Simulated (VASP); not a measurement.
Write the native input for VASP 6.6.1 that does the following.

* Task: single point
* Functional: LDA
* Potentials or basis: VASP PAW LDA potentials, release 64 (Re, S)
* Cutoff: 520 eV
* k mesh: 4 × 4 × 1
* Occupations: gaussian, width 0.01 eV
* Spin: no spin polarisation
* Dipole correction: no
* Further INCAR settings: LREAL = Auto; ALGO = Fast; EDIFF = 1e-07; NBANDS = 94

The structure of ReS2 lies in POSCAR:

```
ReS2
1.0
    6.3355089393      0.0000000000      0.0000000000
    3.1112149501      5.6366336777      0.0000000000
    0.0000000000      0.0000000000     23.0000000000
Re S
8 16
Direct
    0.1217509518      0.2112687337      0.3653067994
    0.2450136531      0.5872257259      0.3694618331
    0.6948876457      0.1860222256      0.3668415341
    0.6718826780      0.6124710129      0.3679249952
    0.7884176185      0.8779354004      0.6305241907
    0.9116803198      1.2538923926      0.6346792244
    1.3615543124      0.8526888923      0.6320589254
    1.3385493447      1.2791376796      0.6331423865
    0.8663834063      0.8035865928      0.3158850369
    0.3307780708      0.8320972237      0.3087007631
    0.0360291291      0.9663328396      0.4260844165
    0.0008929480      0.5029257807      0.4351155771
    0.5003993430      0.9948860370      0.4188878189
    0.8301116125      0.3387288555      0.2918739789
    0.5366324604      0.4597124372      0.4429240769
    0.3658437923      0.2955096511      0.2996888219
    1.5330500730      1.4702532595      0.5811024282
    0.9974447375      1.4987638904      0.5739181545
    0.7026957958      1.6329995063      0.6913018078
    0.6675596147      1.1695924474      0.7003329684
    1.1670660097      1.6615527037      0.6841052102
    1.4967782792      1.0053955222      0.5570913702
    1.2032991271      1.1263791039      0.7081414682
    1.0325104590      0.9621763178      0.5649062132
```

The cell was built by a generator and needn't be a form met in nature.

The input as run:

INCAR

```
  PREC = Accurate
  ENCUT = 520
  EDIFF = 1E-7
  ISMEAR = 0
  SIGMA = 0.01
  LREAL = Auto
  LASPH = True
  NELM = 100
  ALGO = Fast
  ISIF = 2
  LWAVE = False
  LCHARG = False
  NBANDS = 94
```

KPOINTS

```
Automatic mesh
0
Gamma
  4 4 1
```

Potentials or basis: VASP PAW LDA potentials, release 64 (Re, S).

The run is started by

```sh
$ cat potpaw_LDA.64/Re/POTCAR potpaw_LDA.64/S/POTCAR > POTCAR
$ mpirun -np 1 vasp_std > vasp.out
```

Results of the run:

```
Largest force          : 0.485 eV/Å
Band gap on the k mesh : 1.34 eV, indirect (least direct gap 1.35 eV)
```

Caveat: spin-orbit coupling is left out, which moves the levels of the heavy elements.

It took 20 min on 1 thread of Intel(R) Xeon(R) 6975P-C (Granite Rapids), on a shared host, peak memory 0.87 GiB.
